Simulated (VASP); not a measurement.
```yaml
crystal:
  lattice:
    - [-1.58000, 1.58000, 1.58000]
    - [1.58000, -1.58000, 1.58000]
    - [1.58000, 1.58000, -1.58000]
  atoms:
    - { symbol: W, position: [0.00000, 0.00000, 0.00000] }
```

The base run (VASP): PBE GGA, plane waves, VASP's PBE PAW potentials (set 64). Numerical set-up: 400 eV cut-off, 15×15×15 Γ-centred mesh, first-order Methfessel-Paxton smearing of 0.10 eV, potentials W_sv.

The base run took about 7 core-seconds. The timings are rough (shared machines, no repeats); factors under 2 mean little.

Pressures at a finite cut-off, here 400 eV, hold a Pulay part, which wasn't tested here.

| setting | cost over the base run | electronic steps | pressure (GPa) |
|---|---|---|---|
| GGA = PS | within a factor of 2 | 10 | -0.87 |
| base run | reference | 11 | 7.94 |
| IVDW = 12 | within a factor of 2 | 11 | 0.61 |
| GGA = RP | within a factor of 2 | 11 | 11.70 |
| GGA = 91 | within a factor of 2 | 11 | 9.57 |
| GGA = AM | within a factor of 2 | 11 | -2.72 |
| GGA removed, LMIXTAU = .TRUE., METAGGA = R2SCAN | about 7 times | 17 | 3.93 |

Left out are runs that failed, have no time on record or changed the cell.

The compound is W in the bcc structure. The cell was not relaxed at this level.
